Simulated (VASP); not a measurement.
Level of theory: revPBE GGA, VASP's PBE PAW potentials (set 64) (plane waves; VASP).

VASP ran on this input.

POSCAR:
```
AuZn
1
    3.2105335582     0.0000000000     0.0000000000
    0.0000000000     3.2105335582     0.0000000000
    0.0000000000     0.0000000000     3.2105335582
Zn Au
1 1
Direct
  0.5000000000   0.5000000000   0.5000000000
  0.0000000000   0.0000000000   0.0000000000
```

### KPOINTS
```
k-points along high-symmetry lines
15
Line-mode
Reciprocal
  0.000000   0.000000   0.000000 ! GAMMA
  0.000000   0.500000   0.000000 ! X

  0.000000   0.500000   0.000000 ! X
  0.500000   0.500000   0.000000 ! M

  0.500000   0.500000   0.000000 ! M
  0.000000   0.000000   0.000000 ! GAMMA

  0.000000   0.000000   0.000000 ! GAMMA
  0.500000   0.500000   0.500000 ! R

  0.500000   0.500000   0.500000 ! R
  0.000000   0.500000   0.000000 ! X

  0.500000   0.500000   0.500000 ! R
  0.500000   0.500000   0.000000 ! M
```

**INCAR**
```
SYSTEM = AuZn
PREC = Accurate; ENCUT = 520; LREAL = .FALSE.
LASPH = .TRUE.; ICHARG = 11
EDIFF = 1E-7; NELM = 100; ALGO = Normal
LMAXMIX = 6
ISMEAR = 0; SIGMA = 0.05
GGA = RE
LWAVE = .FALSE.; LCHARG = .FALSE.; LORBIT = 11
```

POTCAR, in this order: Zn Au (PBE.64 set). Program: vasp_std. Read from the step before: CHGCAR.

Output

OUTCAR:
```
 ion  position               nearest neighbor table
   1  0.500  0.500  0.500-   2 2.78   2 2.78   2 2.78   2 2.78   2 2.78   2 2.78   2 2.78   2 2.78
  LATTYP: Found a simple cubic cell.
 ALAT       =     3.2105335582
 Subroutine PRICEL returns:
 Original cell was already a primitive cell.
 Subroutine GETGRP returns: Found 48 space group operations
The static configuration has the point symmetry O_h .
The dynamic configuration has the point symmetry O_h .
 Subroutine INISYM returns: Found 48 space group operations
   k-points           NKPTS =     90   k-points in BZ     NKDIM =     90   number of bands    NBANDS=     15
   number of dos      NEDOS =    301   number of ions     NIONS =      2
   total plane-waves  NPLWV =  13824
   dimension x,y,z NGX =    24 NGY =   24 NGZ =   24
   dimension x,y,z NGXF=    48 NGYF=   48 NGZF=   48
   ions per type =               1   1
   PREC   = accura    normal or accurate (medium, high low for compatibility)
   ISTART =      0    job   : 0-new  1-cont  2-samecut
   ICHARG =     11    charge: 1-file 2-atom 10-const
   ISPIN  =      1    spin polarized calculation?
   LNONCOLLINEAR =      F non collinear calculations
   LSORBIT =      F    spin-orbit coupling
   INIWAV =      1    electr: 0-lowe 1-rand  2-diag
   ENCUT  =  520.0 eV  38.22 Ry    6.18 a.u.   5.97  5.97  5.97*2*pi/ulx,y,z
   NELM   =    100;   NELMIN=  2; NELMDL= -5     # of ELM steps
...
```

OSZICAR:
```
       N       E                     dE             d eps       ncg     rms          rms(c)
DAV:   1     0.129135934465E+03    0.12914E+03   -0.11795E+04  2764   0.195E+03
DAV:   2     0.130840906105E+01   -0.12783E+03   -0.12221E+03  2777   0.342E+02
DAV:   3    -0.290098252146E+01   -0.42094E+01   -0.41916E+01  3393   0.711E+01
DAV:   4    -0.292713291019E+01   -0.26150E-01   -0.26148E-01  3134   0.485E+00
DAV:   5    -0.292749151448E+01   -0.35860E-03   -0.35860E-03  3421   0.565E-01
DAV:   6    -0.292749984163E+01   -0.83271E-05   -0.83264E-05  3281   0.746E-02
DAV:   7    -0.292750008473E+01   -0.24310E-06   -0.24274E-06  3435   0.138E-02
DAV:   8    -0.292750009089E+01   -0.61582E-08   -0.63878E-08  2474   0.221E-03
   1 F= -.29275001E+01 E0= -.29272530E+01  d E =-.494175E-03
```

**OUTCAR**
```
 val. band max:        7.2854691761   @ k =   0.5000   0.5000   0.1786

 cond. band min:       7.3760951918   @ k =   0.5000   0.5000   0.2143



 k-point     1 :       0.0000    0.0000    0.0000
  band No.  band energies     occupation
      1      -3.5839      2.00000
      2      -1.3773      2.00000
      3      -1.3773      2.00000
      4      -0.8122      2.00000
      5      -0.8122      2.00000
      6      -0.8122      2.00000
      7       1.2543      2.00000
      8       1.2543      2.00000
      9       2.8107      2.00000
     10       2.8107      2.00000
     11       2.8107      2.00000
     12      11.4072      0.00000
     13      11.4072      0.00000
     14      11.4072      0.00000
     15      14.6547      0.00000

 k-point     2 :       0.0000    0.0357    0.0000
  band No.  band energies     occupation
      1      -3.5623      2.00000
      2      -1.3732      2.00000
      3      -1.3715      2.00000
      4      -0.8125      2.00000
      5      -0.8125      2.00000
      6      -0.8106      2.00000
      7       1.2516      2.00000
      8       1.2605      2.00000
      9       2.7953      2.00000
     10       2.7953      2.00000
     11       2.8092      2.00000
     12      11.1899      0.00000
     13      11.4470      0.00000
     14      11.4470      0.00000
     15      14.8070      0.00000

 k-point     3 :       0.0000    0.0714    0.0000
  band No.  band energies     occupation
      1      -3.4974      2.00000
      2      -1.3612      2.00000
      3      -1.3545      2.00000
      4      -0.8135      2.00000
      5      -0.8135      2.00000
      6      -0.8060      2.00000
      7       1.2437      2.00000
      8       1.2789      2.00000
      9       2.7507      2.00000
     10       2.7507      2.00000
     11       2.8048      2.00000
     12      10.6509      0.00000
     13      11.5651      0.00000
     14      11.5651      0.00000
     15      15.1413      0.00000

...
```

The density is held fixed in this step, so its total energy and stress have no physical meaning. Unless said otherwise, spin-orbit coupling is left out, though it shifts the bands of the heavy elements here.

The compound is AuZn in the CsCl type structure. It was relaxed first, which changed the volume by +6 %. The electron count is odd and the run is not spin-polarised, which forces a metal.
